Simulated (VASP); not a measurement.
Data:

```yaml
crystal:
  lattice:
    - [3.58870, -1.91718, 0.00000]
    - [3.58870, 1.91718, 0.00000]
    - [2.65228, 0.00000, 3.17861]
  atoms:
    - { symbol: As, position: [0.22700, 0.22700, 0.22700] }
    - { symbol: As, position: [0.77767, 0.77767, 0.77300] }
```

These are PBE GGA, VASP's PBE PAW potentials (set 64) (plane waves; VASP) values and carry that method's errors. Run with 400 eV cut-off, 10×10×10 Γ-centred mesh, tetrahedra with Blöchl corrections, potentials As.

For a metal the tetrahedron method with Blöchl corrections gives inexact stress and forces.

**Question.** Which forces act on the atoms, in eV/Å?

**Answer.** 
```tsv
atom	Fx	Fy	Fz
As1	0.602	0.000	-0.058
As2	-0.602	0.000	0.058
```

**Question.** Give the stress tensor in GPa (positive for a compressed cell).

**Answer.** 
```
 4.49   0.00  -1.74
 0.00   0.80   0.00
-1.74   0.00   1.83
```
The pressure is its mean diagonal, 2.37 GPa.

The compound is As in the a7 structure. The cell was not relaxed at this level. The run is one of a series of settings (ISMEAR = -5, SIGMA removed against the base run), some of them coarse on purpose.
